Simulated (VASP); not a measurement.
Computed with PBEsol GGA, VASP's PBE PAW potentials (set 64) (plane waves; VASP).

VASP ran on this input.

**INCAR**
```
SYSTEM = CaAlSiH
PREC = Accurate
ENCUT = 400
EDIFF = 1E-7
NELM = 100
ALGO = Normal
LREAL = .FALSE.
LASPH = .TRUE.
ISMEAR = 0
SIGMA = 0.01
GGA = PS
LWAVE = .FALSE.
LCHARG = .FALSE.
LOPTICS = .TRUE.
NBANDS = 39
NEDOS = 1001
CSHIFT = 0.1
```

**KPOINTS**
```
Automatic mesh
0
gamma
 14 14 11
```

File POSCAR:
```
CaAlSiH
1
    4.1287741108     0.0000000000     0.0000000000
   -2.0643870554     3.5756235285     0.0000000000
    0.0000000000     0.0000000000     4.5244910725
Ca Al Si H
1 1 1 1
Direct
  0.0000000000   0.0000000000   0.0051065991
  0.6666670000   0.3333330000   0.4642136185
  0.3333330000   0.6666670000   0.5642965058
  0.6666670000   0.3333330000   0.0730832766
```

POTCAR, in this order: Ca_sv Al Si H (PBE.64 set). Program: vasp_std.

Question: Predict the energy per atom (σ→0).

Answer: 
The energy per atom (σ→0) is -4.231 eV/atom.

### OSZICAR
```
...
DAV:   7    -0.169244998705E+02    0.94892E-01   -0.12266E-01 22599   0.123E+00    0.593E-01
DAV:   8    -0.169240452631E+02    0.45461E-03   -0.26464E-02 20938   0.483E-01    0.215E-01
DAV:   9    -0.169240150751E+02    0.30188E-04   -0.46117E-04 24841   0.812E-02    0.109E-01
DAV:  10    -0.169240393716E+02   -0.24296E-04   -0.88042E-05 21295   0.271E-02    0.485E-02
DAV:  11    -0.169240432786E+02   -0.39070E-05   -0.73896E-06 23871   0.103E-02    0.592E-03
DAV:  12    -0.169240433275E+02   -0.48850E-07   -0.82385E-07 20899   0.269E-03
   1 F= -.16924043E+02 E0= -.16924043E+02  d E =-.531863E-29
 imaginary and real dielectric function
```

The structure comes from a computed database's CaAlSiH entry (P3m1); how it stands against other phases isn't given here. It was relaxed first.
